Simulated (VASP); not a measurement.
Consider the following.

```xyz
2
Lattice="3.5114 0.0000 0.0000 -1.7557 3.0410 0.0000 0.0000 0.0000 3.1898" Properties=species:S:1:pos:R:3 pbc="T T T"
Sr     0.0000     0.0000     0.0000
O      1.7557     1.0137     1.5949
```

These are r2SCAN meta-GGA, VASP's PBE PAW potentials (set 64) (plane waves; VASP) values and carry that method's errors. Numerical set-up: 600 eV cut-off, 8×8×8 Γ-centred mesh, Gaussian smearing of 0.050 eV, potentials Sr_sv O.

Problem. Predict the energy per atom (σ→0).

Solution. 
```json
{
  "energy per atom (σ→0)": "-13.322 eV/atom"
}
```

Total energies compare only between runs with the same potentials, cut-off and functional.

The structure was generated: SrO was put into the WC type (P-6m2), which need not be its known phase. It was relaxed first, which changed the volume by +8 %.
